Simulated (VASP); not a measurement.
Input:

```
MgF2
1.0
    4.53235     0.00000     0.00000
    0.00000     4.53235     0.00000
    0.00000     0.00000     2.99917
Mg F
2 4
Direct
  0.00000   0.00000   0.00000
  0.50000   0.50000   0.50000
  0.30276   0.30276   0.00000
  0.80276   0.19724   0.50000
  0.19724   0.80276   0.50000
  0.69724   0.69724   0.00000
```

These are LDA (Ceperley-Alder, Perdew-Zunger), VASP's LDA PAW potentials (set 64) (plane waves; VASP 6.6.1) values and carry that method's errors. Run with 520 eV cut-off, Gaussian smearing of 0.050 eV, potentials Mg F.

**Question.** Give the energies of bands 5 to 18 at the high-symmetry points, in eV from the valence-band maximum.

**Answer.** 
| band | Γ | X | M | Z | R | A |
|---|---|---|---|---|---|---|
| 5 | -4.41 | -3.61 | -3.36 | -3.23 | -3.48 | -4.10 |
| 6 | -2.84 | -3.61 | -3.36 | -3.23 | -3.48 | -4.10 |
| 7 | -2.29 | -1.97 | -2.34 | -2.69 | -3.21 | -3.38 |
| 8 | -2.29 | -1.97 | -2.34 | -2.69 | -3.21 | -3.38 |
| 9 | -2.08 | -1.72 | -1.40 | -2.45 | -2.25 | -1.57 |
| 10 | -2.03 | -1.72 | -1.40 | -2.45 | -2.25 | -1.57 |
| 11 | -1.33 | -1.50 | -1.39 | -1.54 | -1.49 | -1.50 |
| 12 | -1.33 | -1.50 | -1.39 | -1.54 | -1.49 | -1.50 |
| 13 | -0.76 | -1.05 | -1.03 | -1.32 | -0.80 | -0.68 |
| 14 | -0.33 | -1.05 | -1.03 | -1.32 | -0.80 | -0.68 |
| 15 | -0.33 | -0.42 | -0.87 | -0.95 | -0.74 | -0.52 |
| 16 | 0.00 | -0.42 | -0.87 | -0.95 | -0.74 | -0.52 |
| 17 | 7.16 | 9.62 | 11.32 | 11.95 | 12.80 | 13.20 |
| 18 | 12.21 | 9.62 | 11.32 | 11.95 | 12.80 | 13.20 |

The gap is direct, 7.16 eV, from the valence maximum at Γ to the conduction minimum at Γ.

Measured: gap 12.40 eV (computed value off by -5.24 eV), as given by Andrés Aguado et al., Journal of the Physical Society of Japan (1999), arXiv:cond-mat/9901145.

The compound is MgF2 in the rutile structure. It was relaxed first, which changed the volume by -5 %.
